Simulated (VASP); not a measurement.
Consider the following.

```yaml
crystal:
  lattice:
    - [0.00000, 3.27031, 3.27031]
    - [3.27031, 0.00000, 3.27031]
    - [3.27031, 3.27031, 0.00000]
  atoms:
    - { symbol: Hg, position: [0.00000, 0.00000, 0.00000] }
    - { symbol: Te, position: [0.25000, 0.25000, 0.25000] }
```

All values below come from r2SCAN+rVV10, VASP's PBE PAW potentials (set 64) (plane waves; VASP). Run with 520 eV cut-off, 11×11×11 Γ-centred mesh, tetrahedra with Blöchl corrections, potentials Hg Te.

Give the energies of bands 4 to 12 at the high-symmetry points, in eV from the Fermi level.

```csv
band,Γ,X,U,L,W
4,-7.43,-7.10,-7.01,-6.88,-6.95
5,-6.90,-6.84,-6.87,-6.88,-6.93
6,-6.90,-6.46,-6.38,-6.60,-6.30
7,-0.53,-5.39,-5.41,-5.43,-5.46
8,0.00,-2.21,-2.85,-0.95,-2.58
9,0.00,-2.21,-1.84,-0.95,-2.51
10,0.00,2.06,2.44,0.92,3.29
11,4.61,2.74,4.25,5.38,4.82
12,4.61,8.48,7.32,5.38,5.70
```

It has no gap at this level: it comes out as a metal or semimetal.

The compound is HgTe in the zinc blende structure. It was relaxed first.
